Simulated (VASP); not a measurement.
A run of VASP 6.6.1:

Contents of INCAR:

```
ALGO = Normal ; EDIFF = 1E-7
ENCUT = 520 ; GGA = PS
ISIF = 2 ; ISMEAR = -1
ISPIN = 2 ; LASPH = T
LCHARG = F ; LDAU = T
LDAUJ = 0 0 0 ; LDAUL = 3 -1 -1
LDAUPRINT = 1 ; LDAUTYPE = 2
LDAUU = 6 0 0 ; LEFG = T
LMAXMIX = 6 ; LORBIT = 11
LREAL = F ; LWAVE = F
MAGMOM = 7 2 2 0 0 ; NELM = 120
PREC = Accurate ; SIGMA = 0.05
```

Contents of KPOINTS:

```
k-points
0
Gamma
  9 9 6
```

The input POSCAR:

```
GdCr2Si2
1.0
    3.8532771900      0.0000000000      0.0000000000
    0.0012282538      3.8778089333      0.0000000000
    1.9056260258      1.9101725448      5.3728545158
Gd Cr Si
1 2 2
Direct
    0.0007090000      0.0057300000      0.0004680000
    0.2465470000      0.7609240000      0.4996590000
    0.7509460000      0.2509120000      0.5018200000
    0.6137370000      0.6197220000      0.7682160000
    0.3844730000      0.3921500000      0.2333190000
```

Potentials or basis: VASP PAW PBE potentials, release 64 (Gd, Cr_pv, Si).

Run with:

```bash
$ cat potpaw_PBE.64/Gd/POTCAR potpaw_PBE.64/Cr_pv/POTCAR potpaw_PBE.64/Si/POTCAR > POTCAR
$ mpirun -np 1 vasp_std > vasp.out
```

Hardware: 1 thread of Intel(R) Xeon(R) Platinum 8488C (Sapphire Rapids), with other jobs on the host.

Task: How long does it take, and how much memory?

Result: It took 41 min on 1 thread of Intel(R) Xeon(R) Platinum 8488C (Sapphire Rapids), with other jobs on the host, peak memory 1.1 GiB. Counts: scf iterations 30, k points 244.
